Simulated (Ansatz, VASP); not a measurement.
**BiAs: VASP beside Ansatz**

One calculation is typed for both programs; each brings its own data sets. How far apart do they land? The cell is generated by rule, not measured, and may not be a known phase. The cell is taken from a series of runs on this material, whose earlier steps may have relaxed, scaled, displaced or heated it; both programs get it as it stands.

Method: plane waves, with VASP 6.6.1 beside it; relaxation of cell and atoms at PBE, in Ansatz 0.2.0.

The structure was built from a prototype and need not be the compound's stable phase.

**1. The starting structure**

Symmetry: P4_12_12, No. 92, tetragonal system. The conventional cell has a = 4.280 Å, b = 4.280 Å, c = 12.096 Å, α = 90.00°, β = 90.00°, γ = 90.00°. Nearest to Bi lie 6 As at 2.87 to 3.18 Å. Nearest to As lie 6 Bi at 2.87 to 3.18 Å. Farther neighbours are not listed.

**2. Ansatz: relaxation of cell and atoms, PBE**

Ansatz runs on its default PAW (the set named soft_2) files.

The relaxed volume is the usual yardstick between codes: in a stiff, nearly cubic crystal its relative difference is about their pressure difference at one cell divided by the bulk modulus.

Input file input.yaml:

```yaml
crystal:
  lattice:
    - [4.2802400309, 0.0, 0.0]
    - [0.0, 4.2802400309, 0.0]
    - [0.0, 0.0, 12.0964939976]
  atoms:
    - { symbol: Bi, position: [0.4760378143, 0.4760378143, 0.0] }
    - { symbol: Bi, position: [0.5239621857, 0.5239621857, 0.5] }
    - { symbol: Bi, position: [0.9760378143, 0.0239621857, 0.75] }
    - { symbol: Bi, position: [0.0239621857, 0.9760378143, 0.25] }
    - { symbol: As, position: [0.5021868977, 0.4978131023, 0.75] }
    - { symbol: As, position: [0.4978131023, 0.5021868977, 0.25] }
    - { symbol: As, position: [0.9978131023, 0.9978131023, 0.5] }
    - { symbol: As, position: [0.0021868977, 0.0021868977, 0.0] }
kpoints:
  mp_grid: { grid: [8, 8, 4] }
hamiltonian:
  xc: pbe
scf:
  occupations: { method: methfessel_paxton, width: 0.2 }
output:
  forces: true
  stress: true
  eigenvalues: true
relax:
  adjacent_minimum: "off"
  f_tol: 0.001
  max_steps: 60
  cell: { stress_tol: 0.01 }
```

Started as:

```sh
ansatz run input.yaml --threads 4 --pin off --max-ram 7168MiB --backend cpu --events-out ev --progress --plain --runs-dir out
```

Numbers of over 12 decimals in the logs are rounded to 6 here.

Log:

```text
Engine: ansatz 0.2.0, aarch64-unknown-linux-gnu
Pseudopotentials: kind: paw
Pseudopotential: Bi, paw, valence charge 15, recommended cutoff 420 eV (normal), Bi.paw.azcp
Pseudopotential: As, paw, valence charge 15, recommended cutoff 420 eV (normal), As.paw.azcp
Functional definition: PBE
  parameter kappa = 0.804
  parameter beta = 0.066725
  exchange = pbe_x(kappa = kappa, mu = beta*pi^2/3)
  correlation = pbe_c(beta = beta)
Crystal: 8 atoms, lattice volume = 221.613 Å³
Basis set: ecut = 420 eV, 4361 PW (Γ), exchange–correlation on 60×60×162 points (8 copies of the dense FFT grid, shifted against one another)
Bands: 72, of which v1, the nominal top of the filled ones, is band 60 counted from 1 (59 counted from 0)
Symmetry: 8 space group operations
Space group: P41212 (ITA 92), of the structure as read, at distance tolerance 6.1e-5 Å
k-points: 45 of 256 (time reversal used)
Non-local potential: Bi, projectors of the file, l = 0: 2, l = 1: 2, l = 2: 2, l = 3: 2
Non-local potential: As, projectors of the file, l = 0: 2, l = 1: 2, l = 2: 3, l = 3: 1
PAW form: soft (Blöchl's): semilocal exchange-correlation on the pseudo side does not see the compensation charge
PAW one-centre angular grid: Bi, 590 points (default); XC on 64 Gauss nodes
PAW one-centre angular grid: As, 590 points (default); XC on 64 Gauss nodes
Initial density: superposition of atomic densities (neutral atoms: chi_scale 0, normalization atom), corrected by the library's trained network
Initial wavefunctions: pseudopotential atomic-orbital guess
Functional: x = pbe(κ = 0.804, μ = 0.219515), c = pbe(β = 0.066725)
SCF iter   1: F=—  HF=-69010.590865 eV  |F-HF|=—  |Δ(HF+E_count)|=         —  Δρ=1.93e-3  dr2=1.35e-2  ethr=1.77e-3  ⟨swp⟩=6.1  Hψ=11491  notcnv=0
preconditioner: auto → Resta (q_TF=auto, 2.463 Å⁻¹)  ε∞=4.4  [insulator: Δε(μ)=0.132 eV  Ē_g=8.535 eV  σ=0.200 eV  W_gap=0.52  n_scr=56 (ndim 8)  ℏωp=15.8 eV  f_vac=0.002  D(μ)=1.01/eV (n_scr^D=2)  ε∞_Penn≈4.4]
SCF iter   2: F=—  HF=-69010.585157 eV  |F-HF|=—  |Δ(HF+E_count)|=   5.71e-3  S|Δr|=    0.00e0  Δρ=1.23e-3  dr2=6.31e-3  ethr=1.13e-5  ⟨swp⟩=2.1  Hψ=5565  notcnv=0
preconditioner: auto → Kerker (q_TF=auto, 2.463 Å⁻¹)  [metal: Δε(μ)=0.123 eV  Ē_g=8.534 eV  σ=0.200 eV  W_gap=0.49  n_scr=56 (ndim 8)  ℏωp=15.8 eV  f_vac=0.002  D(μ)=1.04/eV (n_scr^D=2)]
SCF iter   3: F=—  HF=-69010.584035 eV  |F-HF|=—  |Δ(HF+E_count)|=   1.12e-3  S|Δr|=    0.00e0  Δρ=3.08e-4  dr2=1.57e-4  ethr=5.26e-6  ⟨swp⟩=3.0  Hψ=5804  notcnv=0
SCF iter   4: F=—  HF=-69010.583866 eV  |F-HF|=—  |Δ(HF+E_count)|=   1.68e-4  S|Δr|=    0.00e0  Δρ=1.28e-4  dr2=2.16e-5  ethr=1.31e-7  ⟨swp⟩=2.0  Hψ=5742  notcnv=0
SCF iter   5: F=—  HF=-69010.583964 eV  |F-HF|=—  |Δ(HF+E_count)|=   9.79e-5  S|Δr|=    0.00e0  Δρ=3.66e-5  dr2=4.72e-6  ethr=1.80e-8  ⟨swp⟩=2.0  Hψ=4844  notcnv=0
SCF iter   6: F=—  HF=-69010.583964 eV  |F-HF|=—  |Δ(HF+E_count)|=   7.21e-7  S|Δr|=    0.00e0  Δρ=1.56e-5  dr2=8.92e-7  ethr=3.93e-9  ⟨swp⟩=2.0  Hψ=5742  notcnv=0
SCF iter   7: F=-69010.583963 eV  HF=-69010.583963 eV  |F-HF|=6.26e-10  |Δ(HF+E_count)|=   3.44e-7  S|Δr|=    0.00e0  Δρ=3.12e-6  dr2=3.47e-8  ethr=8.33e-11  ⟨swp⟩=8.2  Hψ=15990  notcnv=0
SCF 1 converged in 7 iterations: F = -69010.583963 eV  dr2 = 3.47e-8
  greatest PAW one-centre occupation: 0.999 electrons in one spin orbital (limit 2), on the As atom at site 7 (counted from 0), in its partial waves of l = 2
relax step   1: F+E_penalty+E_count = -69010.58396326 eV  Δ(F+E_penalty+E_count) = +0.000e0 eV  max|allowed force component| = 7.275e-4 eV/Å  Δτ_max = 0.0000 Å  P = -0.001 GPa  Ω = 221.613 Å³  (7 SCF iters, dr2 threshold 1.00e-7 eV, accepted)
[...]
relax step   2: F+E_penalty+E_count = -69010.58396476 eV  Δ(F+E_penalty+E_count) = -1.495e-6 eV  max|allowed force component| = 4.052e-4 eV/Å  Δτ_max = 0.0008 Å  P = +0.002 GPa  Ω = 221.611 Å³  energy of the carried Pulay correction = +4.680e-7 eV  (6 SCF iters, dr2 threshold 2.51e-10 eV, accepted)
[...]
relax step   3: F+E_penalty+E_count = -69010.58396697 eV  Δ(F+E_penalty+E_count) = -2.207e-6 eV  max|allowed force component| = 4.055e-4 eV/Å  Δτ_max = 0.0000 Å  P = +0.002 GPa  Ω = 221.611 Å³  stress off target by 9.00e-3 GPa  SCF on the basis re-selected at this cell (its energy is not comparable with the rows above)  (5 SCF iters)
basis re-selected at this cell: Δ(F+E_penalty+E_count) = -2.207e-6 eV, ΔP = -0.000 GPa vs the last step (what re-selecting the basis moved, of the pressure what is left beyond the Pulay correction that the steps carried, after the strain that the cell walked since its last selection, with what the two solves' SCF thresholds leave and, on support functions, any second-order correction that the steps lacked; it is no m [...]
SCF converged after 5 iterations
Stability not checked: this state was not tested for a lower state beside it, because cold or Methfessel-Paxton smearing, or corrected tetrahedra, fill the levels in a way that the test cannot read (fill_not_monotonic; see scf.lower_state_search)
Free energy (F): -69010.583967 eV
Harris-Foulkes:  -69010.583967 eV  (|F-HF|=2.91e-11)
Internal energy: -69010.595799 eV  (E = F + TS)
E sigma→0 (E₀):  -69010.586925 eV
Entropy (-TS):   0.011832 eV (1.479 meV/atom)
Fermi energy:    10.267822 eV
--- Per-component energies (eV) ---
  E_band       = -1329.169444
  E_kinetic    = 1615.012835
  E_local      = -12873.883488  (includes V_loc(G=0)·N_el)
  E_nonlocal   = -439.983651
  E_hartree    = 5738.189924
  E_xc         = -921.913054
  E_vxc        = -893.413375  (∫ρ·V_xc dr)
  E_paw        = -49991.095701  (= ΣΔE_a)
  E_vpaw       = -213.279879  (= ΣTr[D̂ρ^β])
  E_aug_tail   = -0.001719  (compensation charges beyond the density's cutoff)
  E_ewald      = -12136.920945
  E_smearing   = 0.011832  (= −TS)
  E_closure    = 0.000000  (closes the sum)
  Σ components = -69010.583967   (vs F -69010.583967, Δ=0.00e0)
--- Forces (eV/Å), atoms counted from 1 ---
  atom   1  Bi    -0.00040546    -0.00040546    -0.00000000
  atom   2  Bi     0.00040546     0.00040546    -0.00000000
  atom   3  Bi    -0.00040546     0.00040546     0.00000000
  atom   4  Bi     0.00040546    -0.00040546     0.00000000
  atom   5  As     0.00013550    -0.00013550     0.00000000
  atom   6  As    -0.00013550     0.00013550    -0.00000000
  atom   7  As    -0.00013550    -0.00013550     0.00000000
  atom   8  As     0.00013550     0.00013550     0.00000000
  max |Σ_I F_I| component: 1.34e-17 eV/Å
--- Stress (GPa, compression-positive) ---
       -0.001565       0.000000      -0.000000
        0.000000      -0.001565       0.000000
       -0.000000      -0.000000       0.009002
  P = ⅓ Tr σ = 0.0020 GPa (0.020 kbar)
--- Band table (eV; the first three rows and the last of 45) ---
  k-point 0: bands = [... 56 lower, 8.2924, 8.7812, 8.7915, 8.7915, 12.5237, 12.5237, 12.8729, 13.4664, ... 8 higher]
  k-point 1: bands = [... 56 lower, 8.6291, 8.6631, 9.0843, 9.8016, 11.2398, 12.9156, 13.0976, 13.2361, ... 8 higher]
  k-point 2: bands = [... 56 lower, 8.3972, 8.3972, 9.8528, 9.8528, 11.6357, 11.6357, 13.0421, 13.0421, ... 8 higher]
  k-point 44: bands = [... 56 lower, 7.9808, 7.9808, 7.9808, 7.9808, 13.3971, 13.3971, 13.3971, 13.3971, ... 8 higher]
--- Relaxed structure (2 steps of the walk, 2 accepted, 1 SCFs on fresh bases) ---
  F+E_penalty+E_count = -69010.58396697 eV   max|allowed force component| = 4.055e-4 eV/Å   (the final SCF, on the basis selected at the relaxed cell)
  cell:  # Å, volume = 221.6107 Å³
    - [4.280447, 0, 0.0]
    - [0.0, 4.280447, 0]
    - [0.0, 0, 12.095182]
  atoms:
    - { symbol: Bi, position: [0.476123, 0.476123, 0] }
    - { symbol: Bi, position: [0.523877, 0.523877, 0.5] }
    - { symbol: Bi, position: [0.976123, 0.023877, 0.75] }
    - { symbol: Bi, position: [0.023877, 0.976123, 0.25] }
    - { symbol: As, position: [0.502322, 0.497678, 0.75] }
    - { symbol: As, position: [0.497678, 0.502322, 0.25] }
    - { symbol: As, position: [0.997678, 0.997678, 0.5] }
    - { symbol: As, position: [0.00232212, 0.00232212, 0] }
```

**3. VASP: relaxation of cell and atoms, PBE**

The same cell, functional, mesh and smearing now go to VASP, with its own data sets.

Lines of VASP's logs that name or quote its potential files are left out, and so is its time.

Input file INCAR:

```
SYSTEM = BiAs
PREC = Accurate
ENCUT = 500
EDIFF = 1E-07
NELM = 120
ISMEAR = 1
SIGMA = 0.2
LREAL = .FALSE.
ALGO = Normal
GGA = PE
NBANDS = 49
LORBIT = 11
LWAVE = .FALSE.
LCHARG = .FALSE.
ISIF = 3
IBRION = 2
NSW = 80
EDIFFG = -0.005
LASPH = .TRUE.
GGA_COMPAT = .FALSE.
NELMIN = 4
KPAR = 2
```

Input file POSCAR:

```
BiAs
1.0
    4.2802400000      0.0000000000      0.0000000000
    0.0000000000      4.2802400000      0.0000000000
    0.0000000000      0.0000000000     12.0964940000
Bi As
4 4
Direct
    0.4760377923      0.4760377923      0.0000000000
    0.5239622077      0.5239622077      0.5000000000
    0.9760377923      0.0239622077      0.7500000000
    0.0239622077      0.9760377923      0.2500000000
    0.5021867933      0.4978132067      0.7500000000
    0.4978132067      0.5021867933      0.2500000000
    0.9978132067      0.9978132067      0.5000000000
    0.0021867933      0.0021867933      0.0000000000
```

Input file KPOINTS:

```
Automatic mesh
0
Gamma
8 8 4
0 0 0
```

The projector-augmented-wave data sets are Bi_d and As (PBE family, release 64).

Started as:

```sh
mpirun -np 2 vasp_std
```

Log:

```text
[banner, memory and clock lines left out]
running    2 mpi-ranks, on    1 nodes
 distrk:  each k-point on    1 cores,    2 groups
 distr:  one band on    1 cores,    1 groups

 POSCAR found type information on POSCAR BiAs
 POSCAR found :  2 types and       8 ions
 LDA part: xc-table for (Slater+PW92), standard interpolation
 POSCAR, INCAR and KPOINTS ok, starting setup
 FFT: planning ... GRIDC
 FFT: planning ... GRID_SOFT
 FFT: planning ... GRID
 WAVECAR not read
 entering main loop
       N       E                     dE             d eps       ncg     rms          rms(c)
DAV:   1     0.856874380143E+03    0.85687E+03   -0.37798E+04  4410   0.173E+03
DAV:   2     0.784725327742E+02   -0.77840E+03   -0.75571E+03  4426   0.474E+02
DAV:   3    -0.284688396139E+02   -0.10694E+03   -0.10237E+03  5246   0.187E+02
DAV:   4    -0.345573502869E+02   -0.60885E+01   -0.59135E+01  5179   0.433E+01
DAV:   5    -0.348593074586E+02   -0.30196E+00   -0.30053E+00  6046   0.935E+00    0.466E+00
DAV:   6    -0.340425063571E+02    0.81680E+00   -0.17345E+00  5447   0.607E+00    0.212E+00
DAV:   7    -0.340755167448E+02   -0.33010E-01   -0.47158E-01  5732   0.213E+00    0.116E+00
DAV:   8    -0.340807730676E+02   -0.52563E-02   -0.44540E-02  5374   0.141E+00    0.282E-01
DAV:   9    -0.340776032742E+02    0.31698E-02   -0.10959E-02  5392   0.619E-01    0.722E-02
DAV:  10    -0.340777458897E+02   -0.14262E-03   -0.16666E-03  5830   0.159E-01    0.437E-02
DAV:  11    -0.340777883146E+02   -0.42425E-04   -0.16131E-04  5794   0.761E-02    0.127E-02
DAV:  12    -0.340777833442E+02    0.49704E-05   -0.18811E-05  5513   0.206E-02    0.735E-03
DAV:  13    -0.340777826349E+02    0.70932E-06   -0.18537E-06  4967   0.535E-03    0.299E-03
DAV:  14    -0.340777834569E+02   -0.82203E-06   -0.27573E-07  4202   0.356E-03    0.139E-03
DAV:  15    -0.340777835644E+02   -0.10749E-06   -0.21221E-07  3692   0.271E-03    0.681E-04
DAV:  16    -0.340777836288E+02   -0.64383E-07   -0.35747E-08  3018   0.101E-03
   1 F= -.34077784E+02 E0= -.34081725E+02  d E =-.340778E+02
 curvature:   0.00 expect dE= 0.000E+00 dE for cont linesearch  0.000E+00
 trial: gam= 0.00000 g(F)=  0.131E-04 g(S)=  0.232E-04 ort = 0.000E+00 (trialstep = 0.100E+01)
 search vector abs. value=  0.363E-04
 bond charge predicted
       N       E                     dE             d eps       ncg     rms          rms(c)
DAV:   1    -0.340780353107E+02   -0.25175E-03   -0.10298E-02  5778   0.834E-01    0.841E-02
DAV:   2    -0.340778510955E+02    0.18422E-03   -0.59331E-04  5688   0.220E-01    0.371E-02
DAV:   3    -0.340778009027E+02    0.50193E-04   -0.23250E-04  5934   0.132E-01    0.621E-03
DAV:   4    -0.340777990613E+02    0.18415E-05   -0.13330E-05  5199   0.265E-02    0.292E-03
DAV:   5    -0.340777974666E+02    0.15947E-05   -0.16692E-06  6038   0.927E-03    0.139E-03
DAV:   6    -0.340777971107E+02    0.35591E-06   -0.19875E-07  3075   0.362E-03    0.474E-04
DAV:   7    -0.340777971177E+02   -0.69613E-08   -0.57046E-08  2777   0.211E-03
   2 F= -.34077797E+02 E0= -.34081761E+02  d E =-.134889E-04
 trial-energy change:   -0.000013  1 .order   -0.000014   -0.000036    0.000008
 step:   0.8093(harm=  0.8288)  dis= 0.00017  next Energy=   -34.077798 (dE=-0.142E-04)
 reached required accuracy - stopping structural energy minimisation
```

(Part 1 of 2 ends here.)

[Lines on the potential files, build, host, timing and source positions are cut from VASP's logs without a mark.]

[Logs are printed without paths, hosts, clocks, repeated set-up lines and the standing remarks that a program may print on its own settings, such as how far it seeks lower states.]

[Hosts, paths, dates, database ids (printed as entryN), source tags and the programs' standing remarks are cut or masked in the printed files.]
